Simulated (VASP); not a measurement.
Crystal: Na3BeSb.

```
CELL_PARAMETERS angstrom
4.40100 0.00000 0.00000
0.00000 4.40100 0.00000
0.00000 0.00000 4.40100
ATOMIC_POSITIONS crystal
Na 0.00000 0.50000 0.50000
Na 0.50000 0.00000 0.50000
Na 0.50000 0.50000 0.00000
Be 0.50000 0.50000 0.50000
Sb 0.00000 0.00000 0.00000
```

The cell was built by a generator and needn't be a form met in nature.

The cell isn't the ideal one: volume scaled by 0.96.

```yaml
Program: VASP 6.6.1
Task: relaxation of cell and atoms
Functional: optB88-vdW
Potentials_or_basis: VASP PAW PBE potentials, release 64 (Na_pv, Be, Sb)
Cutoff: 600 eV
k_mesh: 6 × 6 × 6
Occupations: methfessel-paxton, width 0.2 eV
Spin: no spin polarisation
```

At the start: pressure 24.0 GPa; volume 17.05 Å³/atom.

Task: How do energy, volume and symmetry change on relaxing?

Result: Over 8 steps the energy falls by 552.2 meV/atom and the volume is 28.44 Å³/atom (+66.8 %); space group Pm-3m (No. 221, to 0.05 Å).

The path:
| step | energy change (eV) | largest force (eV/Å) | pressure (GPa) | volume (Å³) |
| --- | --- | --- | --- | --- |
| 1 | 0.0000 | 0.0000 | 24.00 | 85.24 |
| 2 | -0.2705 | 0.0000 | 21.95 | 87.13 |
| 3 | -1.4549 | 0.0000 | 12.96 | 98.24 |
| 4 | -2.2104 | 0.0000 | 6.88 | 110.76 |
| 5 | -2.6224 | 0.0000 | 2.81 | 124.88 |
| 6 | -2.7546 | 0.0000 | 0.48 | 138.37 |
| 7 | -2.7606 | 0.0000 | 0.06 | 141.71 |
| 8 | -2.7608 | 0.0000 | 0.00 | 142.18 |

Final structure:
```cif
data_structure
_symmetry_space_group_name_H-M 'P 1'
_symmetry_Int_Tables_number 1
_cell_length_a 5.2193
_cell_length_b 5.2193
_cell_length_c 5.2193
_cell_angle_alpha 90.000
_cell_angle_beta 90.000
_cell_angle_gamma 90.000
_cell_volume 142.18
loop_
_atom_site_label
_atom_site_type_symbol
_atom_site_fract_x
_atom_site_fract_y
_atom_site_fract_z
_atom_site_occupancy
Na1 Na 0.00000 0.50000 0.50000 1
Na2 Na 0.50000 0.00000 0.50000 1
Na3 Na 0.50000 0.50000 0.00000 1
Be1 Be 0.50000 0.50000 0.50000 1
Sb1 Sb 0.00000 0.00000 0.00000 1
```

Caveat: the PAW data sets were made with another functional, which shifts forces and pressure a little.
